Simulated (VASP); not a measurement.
Consider the following.

```
Mo
1.0
   -1.55220     1.55220     1.55220
    1.55220    -1.55220     1.55220
    1.55220     1.55220    -1.55220
Mo
1
Direct
  0.00000   0.00000   0.00000
```

These are PBE GGA with D3 dispersion (zero damping), VASP's PBE PAW potentials (set 64) (plane waves; VASP) values and carry that method's errors. Settings: 520 eV cut-off, 16×16×16 Γ-centred mesh, first-order Methfessel-Paxton smearing of 0.10 eV, potentials Mo_sv.

Give the stress tensor in GPa (positive for a compressed cell).

```
8.43  0.00  0.00
0.00  8.43  0.00
0.00  0.00  8.43
```
The pressure is its mean diagonal, 8.43 GPa.

The compound is Mo in the bcc structure. This cell is one point of a volume scan, at 0.97 of the reference volume.
